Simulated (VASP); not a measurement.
An input for Quantum ESPRESSO's pw.x (written as the equivalent of a VASP run, and not itself run):

```
&CONTROL
  calculation = 'scf'
  pseudo_dir = './pseudo'
  outdir = './out'
  tprnfor = .true.
  tstress = .true.
/
&SYSTEM
  ibrav = 0
  nat = 4
  ntyp = 2
  ecutwfc = 98
  occupations = 'smearing'
  smearing = 'methfessel-paxton'
  degauss = 0.00735
  input_dft = 'rpbe'
  nspin = 2
  starting_magnetization(2) = 0.03
/
&ELECTRONS
  conv_thr = 7.3e-09
  electron_maxstep = 100
/
ATOMIC_SPECIES
  Al 26.982 Al.upf
  Ni 58.693 Ni.upf
CELL_PARAMETERS angstrom
     3.6342369    0.0000000    0.0000000
     0.0000000    3.6342369    0.0000000
     0.0000000    0.0000000    3.6342369
ATOMIC_POSITIONS crystal
  Al   0.0000000  0.0000000  0.0000000
  Ni   0.0000000  0.5000000  0.5000000
  Ni   0.5000000  0.0000000  0.5000000
  Ni   0.5000000  0.5000000  0.0000000
K_POINTS automatic
  9 9 9 0 0 0
```

Question: Write the VASP files for the same calculation (RPBE).

Answer: This is not unique; one that fits is 
### INCAR
```
SYSTEM = Ni3Al
PREC = Accurate; ENCUT = 520; LREAL = .FALSE.
LASPH = .TRUE.
EDIFF = 1E-7; NELM = 100; ALGO = Normal
LMAXMIX = 4
ISMEAR = 1; SIGMA = 0.1
GGA = RP
MAGMOM = -0.0 3*0.3
ISPIN = 2
ISIF = 2
LWAVE = .FALSE.; LCHARG = .FALSE.; LORBIT = 10
```

KPOINTS:
```
Automatic
0
G
  9 9 9
0 0 0
```

### POSCAR
```
Ni3Al
1
    3.6342368999     0.0000000000     0.0000000000
    0.0000000000     3.6342368999     0.0000000000
    0.0000000000     0.0000000000     3.6342368999
Al Ni
1 3
Direct
  0.0000000000   0.0000000000   0.0000000000
  0.0000000000   0.5000000000   0.5000000000
  0.5000000000   0.0000000000   0.5000000000
  0.5000000000   0.5000000000   0.0000000000
```

POTCAR, in this order: Al Ni (PBE.64 set). Program: vasp_std.

What does not carry over: the potentials are each code's own (VASP's PAW set, PseudoDojo norm-conserving files in pw.x), so ENCUT and ecutwfc are chosen apart and not converted; conv_thr bounds pw.x's estimated SCF error, while EDIFF bounds the energy change between steps; starting_magnetization is a fraction of the valence charge and MAGMOM a moment in μB, so they match only roughly.

The compound is Ni3Al in the L1_2 structure. This cell is one point of a volume scan, at 1.03 of the reference volume.
